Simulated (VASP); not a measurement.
OSZICAR of a VASP run on KI (rock salt):

File OSZICAR:
```
       N       E                     dE             d eps       ncg     rms          rms(c)
DAV:   1     0.891892166448E+02    0.89189E+02   -0.63240E+03   480   0.110E+03
DAV:   2     0.527301010859E+00   -0.88662E+02   -0.83974E+02   592   0.242E+02
DAV:   3    -0.527444279239E+01   -0.58017E+01   -0.57802E+01   620   0.560E+01
DAV:   4    -0.556652911754E+01   -0.29209E+00   -0.29188E+00   916   0.114E+01
DAV:   5    -0.556727887217E+01   -0.74975E-03   -0.74975E-03   608   0.639E-01    0.242E+00
DAV:   6    -0.545740409175E+01    0.10987E+00   -0.16615E-01   584   0.263E+00    0.176E+00
DAV:   7    -0.545317442997E+01    0.42297E-02   -0.16468E-01   600   0.224E+00    0.874E-01
DAV:   8    -0.546434856465E+01   -0.11174E-01   -0.21291E-02   548   0.111E+00    0.201E-01
DAV:   9    -0.546475681084E+01   -0.40825E-03   -0.24513E-03   628   0.261E-01    0.803E-02
DAV:  10    -0.546528649497E+01   -0.52968E-03   -0.86906E-04   556   0.208E-01    0.389E-02
DAV:  11    -0.546530731995E+01   -0.20825E-04   -0.68775E-05   636   0.455E-02    0.159E-02
DAV:  12    -0.546531868478E+01   -0.11365E-04   -0.14350E-05   556   0.298E-02    0.165E-02
DAV:  13    -0.546532103602E+01   -0.23512E-05   -0.23869E-06   612   0.128E-02    0.649E-03
DAV:  14    -0.546532176312E+01   -0.72710E-06   -0.15954E-06   548   0.883E-03    0.136E-03
DAV:  15    -0.546532172599E+01    0.37135E-07   -0.55408E-08   472   0.217E-03
   1 F= -.54653217E+01 E0= -.54653217E+01  d E =-.178469E-13
```

Question: Which electronic solver shows in the log?

Answer: It is blocked Davidson (ALGO = Normal, or the opening steps of other solvers). The INCAR had ALGO = Normal.

Question: Can the final energy be trusted as converged?

Answer: Self-consistency was reached. It stopped with EDIFF = 1E-7, NELM = 100 (AM05 GGA, plane waves, VASP's PBE PAW potentials (set 64)).

The compound is KI in the rock salt structure. This cell is one point of a volume scan, at 1.06 of the reference volume.
